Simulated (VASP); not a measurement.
Crystal: TaSeF.

```
Ta Se F
1.0
     3.42639    0.00000    0.00000
     0.00000    3.42639    0.00000
     0.00000    0.00000    5.66081
Ta Se F
1 1 1
Direct
  0.00000 0.00000 0.50000
  0.50000 0.50000 0.50000
  0.00000 0.00000 0.00000
```

The cell was built by a generator and needn't be a form met in nature.

The cell isn't the ideal one: random cell by space group and Wyckoff sites (P4/mmm, No. 123).

* Program: VASP 6.6.1
* Task: relaxation of cell and atoms
* Functional: PBE
* Potentials or basis: VASP PAW PBE potentials, release 64 (Ta_pv, Se, F)
* Cutoff: 600 eV
* k mesh: 6 × 6 × 4
* Occupations: gaussian, width 0.1 eV
* Spin: no spin polarisation

At the start: pressure 4.2 GPa; volume 22.15 Å³/atom.

**Question.** Where does the relaxation end?

**Answer.** Over 12 steps the energy falls by 975.2 meV/atom and the volume is 18.65 Å³/atom (-15.8 %); space group P4/mmm (No. 123, to 0.05 Å).

Step by step:
```csv
step,energy change (eV),largest force (eV/Å),pressure (GPa),volume (Å³)
1,0.0000,0.0000,4.20,66.46
2,-1.9699,0.0000,-15.68,69.93
3,-1.9904,0.0000,-15.79,69.97
4,-0.1607,0.0000,39.13,50.66
5,-2.4289,0.0000,-13.47,65.98
6,-2.6244,0.0000,-11.04,63.54
7,-2.7103,0.0000,-4.49,59.63
8,-2.7247,0.0000,-6.89,60.80
9,-2.9076,0.0000,1.35,55.32
10,-2.9229,0.0000,-0.96,56.42
11,-2.9245,0.0000,0.73,55.67
12,-2.9255,0.0000,0.07,55.95
```

Final structure:
```xyz
3
Lattice="3.6756 0.0000 0.0000 0.0000 3.6756 0.0000 0.0000 0.0000 4.1416" Properties=species:S:1:pos:R:3 pbc="T T T"
Ta    0.0000    0.0000    2.0708
Se    1.8378    1.8378    2.0708
F     0.0000    0.0000    0.0000
```

Caveat: the volume moved by over 15 % at a fixed basis, so the end points are rough.
